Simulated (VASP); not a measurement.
Given:

```yaml
crystal:
  lattice:
    - [3.13626, 0.00000, 0.00000]
    - [0.00000, 3.13626, 0.00000]
    - [0.00000, 0.00000, 3.13626]
  atoms:
    - { symbol: Lu, position: [0.00000, 0.00000, 0.00000] }
```

The numbers are results of PBEsol GGA, VASP's PBE PAW potentials (set 64) (plane waves; VASP), not measurements. Numerical set-up: 400 eV cut-off, Gaussian smearing of 0.050 eV, potentials Lu_3.

Q: Give the energies of bands 4 to 7 at the high-symmetry points, in eV from the Fermi level.

A: 
```tsv
band	Γ	X	M	R
4	-5.84	-2.77	-1.94	-0.51
5	-0.49	-0.27	-0.17	-0.51
6	-0.49	0.34	3.59	-0.51
7	6.42	3.38	3.59	6.11
```

It has no gap at this level: it comes out as a metal or semimetal.

The structure was generated: Lu was put into the simple-cubic type (Pm-3m), which need not be its known phase. It was relaxed first, which changed the volume by -7 %.
